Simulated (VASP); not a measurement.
An input for Quantum ESPRESSO's pw.x (written as the equivalent of a VASP run, and not itself run):

```
&CONTROL
  calculation = 'vc-relax'
  pseudo_dir = './pseudo'
  outdir = './out'
  tprnfor = .true.
  tstress = .true.
  nstep = 60
  forc_conv_thr = 0.00078
/
&SYSTEM
  ibrav = 0
  nat = 6
  ntyp = 2
  ecutwfc = 84
  occupations = 'smearing'
  smearing = 'methfessel-paxton'
  degauss = 0.00735
  input_dft = 'vdw-df-obk8'
/
&ELECTRONS
  conv_thr = 7.3e-08
  electron_maxstep = 100
/
&IONS
/
&CELL
/
ATOMIC_SPECIES
  Ag 107.868 Ag.upf
  O 15.999 O.upf
CELL_PARAMETERS angstrom
     4.7055779   -0.0000000    0.0000000
    -0.0000000    4.7055779   -0.0000000
     0.0000000   -0.0000000    4.7055779
ATOMIC_POSITIONS crystal
  Ag   0.7500000  0.2500000  0.7500000
  Ag   0.2500000  0.7500000  0.7500000
  Ag   0.7500000  0.7500000  0.2500000
  Ag   0.2500000  0.2500000  0.2500000
  O    0.0000000  0.0000000  0.0000000
  O    0.5000000  0.5000000  0.5000000
K_POINTS automatic
  6 6 6 0 0 0
```

### Question
Translate this input to VASP (INCAR, KPOINTS, POSCAR, choice of POTCAR).

### Answer
This is not unique; one that fits is 
### KPOINTS
```
Regular mesh
0
Gamma
6 6 6
```

**INCAR**
```
# general
SYSTEM   = Ag2O
PREC     = Accurate
ENCUT    = 520
LREAL    = F
LASPH    = T

# electronic loop
EDIFF    = 1E-6
NELM     = 100
ALGO     = Normal
LMAXMIX  = 4

# smearing
ISMEAR   = 1
SIGMA    = 0.1

# functional
GGA      = BO
LUSE_VDW = T
AGGAC    = 0.0
PARAM1   = 0.1833333333
PARAM2   = 0.22

# ions
IBRION   = 2
NSW      = 60
ISIF     = 3
EDIFFG   = -0.02

# output
LWAVE    = F
LCHARG   = F
```

File POSCAR:
```
Ag2O
1
    4.7055778966    -0.0000000000     0.0000000000
   -0.0000000000     4.7055778966    -0.0000000000
    0.0000000000    -0.0000000000     4.7055778966
Ag O
4 2
Direct
  0.7500000000   0.2500000000   0.7500000000
  0.2500000000   0.7500000000   0.7500000000
  0.7500000000   0.7500000000   0.2500000000
  0.2500000000   0.2500000000   0.2500000000
  0.0000000000   0.0000000000   0.0000000000
  0.5000000000   0.5000000000   0.5000000000
```

POTCAR, in this order: Ag O (PBE.64 set). Program: vasp_std.

What does not carry over: the potentials are each code's own (VASP's PAW set, PseudoDojo norm-conserving files in pw.x), so ENCUT and ecutwfc are chosen apart and not converted; conv_thr bounds pw.x's estimated SCF error, while EDIFF bounds the energy change between steps; forc_conv_thr acts on force components and is met together with etot_conv_thr.

The compound is Ag2O in the cuprite structure. This run relaxes it. Symmetry was kept, so distortions that lower it aren't found.
